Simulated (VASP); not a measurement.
**Eu (relaxed from the hcp structure, space group P6_3/mmc): computed properties**

The numbers are results of PBEsol GGA, VASP's PBE PAW potentials (set 64) (plane waves; VASP), not measurements.

```
Item                                                                                      Value
----------------------------------  -----------------------------------------------------------
space group                                                                      P6_3/mmc (194)
cell                                a = b = 3.8427 Å, c = 6.3121 Å, α = β = 90.00°, γ = 120.00°
volume per atom                                                                   40.36 Å³/atom
band gap (over mesh and band path)                     none (metal, semimetal or under 0.01 eV)
density                                                                              6.25 g/cm³
```

```
Eu
1.0
    3.84271     0.00000     0.00000
   -1.92136     3.32789     0.00000
    0.00000     0.00000     6.31213
Eu
2
Direct
  0.33333   0.66667   0.25000
  0.66667   0.33333   0.75000
```

The 4f electrons are frozen in the core of the lanthanide potential, so 4f levels, which can set the real gap, and their magnetism are missing.

The structure was generated: Eu was put into the hcp type (P6_3/mmc), which need not be its known phase. It was relaxed first, which changed the volume by -18 %. Symmetry was kept, so distortions that lower it aren't found.
